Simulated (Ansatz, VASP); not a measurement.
## Be2Al in VASP and in Ansatz

```
Be Al
1.0
     3.62000    0.00000    0.00000
    -1.81000    3.13501    0.00000
     0.00000    0.00000    2.77932
Be Al
2 1
Direct
  0.33333 0.66667 0.50000
  0.66667 0.33333 0.50000
  0.00000 0.00000 0.00000
```

Alike in both runs: task relaxation of cell and atoms; functional PBE; dispersion D3(BJ); k mesh 6 × 6 × 6; occupations gaussian, width 0.1 eV; no spin polarisation.

|  | VASP | Ansatz |
| --- | --- | --- |
| version | VASP 6.6.1 | Ansatz 0.2.0 |
| potentials or method | VASP PAW PBE potentials, release 64 (Be, Al) | scalar-relativistic, plane waves, PAW |
| plane-wave cutoff (eV) | 600 | 420 |
| valence electrons in the cell | 7 | 7 |

Ansatz gave:

* gap on the k mesh at the Fermi level, each at its own relaxed structure (eV): none
* relaxed volume (Å³/atom): 10.45
* relaxed cell length with the largest relative difference (Å): 2.713
* energy change over the relaxation (meV/atom): -7

Task: What did VASP give for the same quantities?

Result: gap on the k mesh at the Fermi level, each at its own relaxed structure (eV): none; relaxed volume (Å³/atom): 10.46; relaxed cell length with the largest relative difference (Å): 2.712; energy change over the relaxation (meV/atom): -7.

A gap of «none» marks a metal or a gap that the smearing closes.

Caveats: the k mesh is coarse (spacing up to 0.38 Å⁻¹), so the values aren't converged; pairwise dispersion overbinds metals, which lowers pressure and volume.
